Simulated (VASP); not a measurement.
Here is the system:

```yaml
crystal:
  lattice:
    - [2.91000, 0.00000, 0.00000]
    - [0.00000, 2.91000, 0.00000]
    - [0.00000, 0.00000, 2.91000]
  atoms:
    - { symbol: Al, position: [0.50000, 0.50000, 0.50000] }
    - { symbol: Fe, position: [0.00000, 0.00000, 0.00000] }
```

All values below come from PBE GGA, VASP's PBE PAW potentials (set 64) (plane waves; VASP). Settings: 300 eV cut-off, 11×11×11 Γ-centred mesh, Fermi-Dirac smearing of 0.10 eV, potentials Al Fe.

Q: Give the energies of bands 1 to 8 at the high-symmetry points, in eV from the Fermi level.

A: 
```csv
band,Γ,X,M,R
1,-10.11,-6.06,-4.59,-3.18
2,-2.09,-5.74,-2.18,-3.18
3,-2.09,-1.48,-1.99,-3.18
4,0.13,-0.82,-1.99,0.82
5,0.13,-0.82,-0.58,0.82
6,0.13,0.25,-0.58,3.05
7,6.25,1.18,0.78,3.05
8,6.25,8.71,3.35,3.05
```

It has no gap at this level: it comes out as a metal or semimetal.

The structure is a typed FeAl crystal (Pm-3m). The cell was not relaxed at this level. The run is not spin-polarised, so no magnetic state was tried. The electron count is odd and the run is not spin-polarised, which forces a metal.
